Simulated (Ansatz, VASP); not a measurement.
# Be3SbP in VASP and in Ansatz

INCAR

```
ALGO = Normal
EDIFF = 1E-6
EDIFFG = -0.005
ENCUT = 600
GGA = PS
IBRION = 2
ISIF = 3
ISMEAR = 0
LASPH = True
LCHARG = False
LREAL = False
LWAVE = False
NELM = 100
NSW = 100
PREC = Accurate
SIGMA = 0.1
```

File KPOINTS:

```
k-points
0
Gamma
  8 8 8
```

Contents of POSCAR:

```
Be3SbP
1.0
    4.2018056554      0.0000000000      0.0000000000
    0.0000000000      4.2018056554      0.0000000000
    0.0000000000      0.0000000000      4.2018056554
Be Sb P
3 1 1
Direct
    0.0000000000      0.5000000000      0.5000000000
    0.5000000000      0.0000000000      0.5000000000
    0.5000000000      0.5000000000      0.0000000000
    0.0000000000      0.0000000000      0.0000000000
    0.5000000000      0.5000000000      0.5000000000
```

Input for Ansatz:

```yaml
crystal:
  lattice:
    - [4.2018056554, 0.0, 0.0]
    - [0.0, 4.2018056554, 0.0]
    - [0.0, 0.0, 4.2018056554]
  atoms:
    - { symbol: Be, position: [0.0, 0.5, 0.5] }
    - { symbol: Be, position: [0.5, 0.0, 0.5] }
    - { symbol: Be, position: [0.5, 0.5, 0.0] }
    - { symbol: Sb, position: [0.0, 0.0, 0.0] }
    - { symbol: P, position: [0.5, 0.5, 0.5] }
basis:
  ecutwfc: 420
kpoints:
  mp_grid: { grid: [8, 8, 8] }
hamiltonian:
  xc: pbesol
scf:
  occupations: { method: gaussian, width: 0.1 }
output:
  forces: true
  stress: true
  eigenvalues: true
relax:
  adjacent_minimum: "off"
  f_tol: 0.005
  max_steps: 80
  cell: { stress_tol: 0.05 }
```

The cell comes from a database or a generator and needn't be the stable form of this composition.

Alike in both runs: task relaxation of cell and atoms; functional PBEsol; k mesh 8 × 8 × 8; occupations gaussian, width 0.1 eV; no spin polarisation.

```csv
,VASP,Ansatz
version,VASP 6.6.1,Ansatz 0.2.0
potentials or method,"VASP PAW PBE potentials, release 64 (Be, Sb, P)","scalar-relativistic, plane waves, PAW"
plane-wave cutoff (eV),600,420
valence electrons in the cell,16,26
```

```tsv
	VASP	Ansatz	Ansatz less VASP
gap on the k mesh at the Fermi level, each at its own relaxed structure (eV)	none	none	-
relaxed volume (Å³/atom)	14.95	14.91	-0.031
relaxed cell length with the largest relative difference (Å)	4.212	4.209	-0.0029
```

A gap of «none» marks a metal or a gap that the smearing closes. The two sets of potentials don't hold the same shells in valence.

Caveats: the PAW data sets were made with another functional, which shifts forces and pressure a little (VASP). Spin-orbit coupling is left out, which matters for the levels of Sb.
